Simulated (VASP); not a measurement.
Data:

```
CELL_PARAMETERS angstrom
      1.77344    -3.07170     0.00000
      1.77344     3.07170     0.00000
      0.00000     0.00000     5.59593
ATOMIC_POSITIONS crystal
  Pt 0.00000 0.00000 0.00000
  S  0.33333 0.66667 0.22053
  S  0.66667 0.33333 0.77947
```

Level of theory: r2SCAN meta-GGA, VASP's PBE PAW potentials (set 64) (plane waves; VASP). Settings: 520 eV cut-off, 8×8×5 Γ-centred mesh, tetrahedra with Blöchl corrections, potentials Pt S.

The cores are frozen, which limits the accuracy of field gradients.

**Question.** Give the principal components of the electric field gradient (V/Å²) and the asymmetry η at each nucleus.

**Answer.** 
| atom | Vxx | Vyy | Vzz | η |
|---|---|---|---|---|
| Pt1 | -68.3 | -68.3 | 136.6 | 0.00 |
| S2 | 30.9 | 30.9 | -61.8 | 0.00 |
| S3 | 30.9 | 30.9 | -61.8 | 0.00 |

The compound is PtS2 in the 1T layered structure. It was relaxed first, which changed the volume by +11 %.
